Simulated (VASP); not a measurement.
Consider the following.

```
W
1.0
   -1.55982     1.55982     1.55982
    1.55982    -1.55982     1.55982
    1.55982     1.55982    -1.55982
W
1
Cartesian
  0.00000   0.00000   0.00000
```

Method: AM05 GGA, VASP's PBE PAW potentials (set 64) (plane waves; VASP 6.6.1). Numerical set-up: 520 eV cut-off, 16×16×16 Γ-centred mesh, first-order Methfessel-Paxton smearing of 0.10 eV, potentials W_sv.

Task: Give the stress tensor in GPa (positive for a compressed cell).

Result: 
```
9.95  0.00  0.00
0.00  9.95  0.00
0.00  0.00  9.95
```
The pressure is its mean diagonal, 9.95 GPa.

The compound is W in the bcc structure. This cell is one point of a volume scan, at 0.97 of the reference volume.
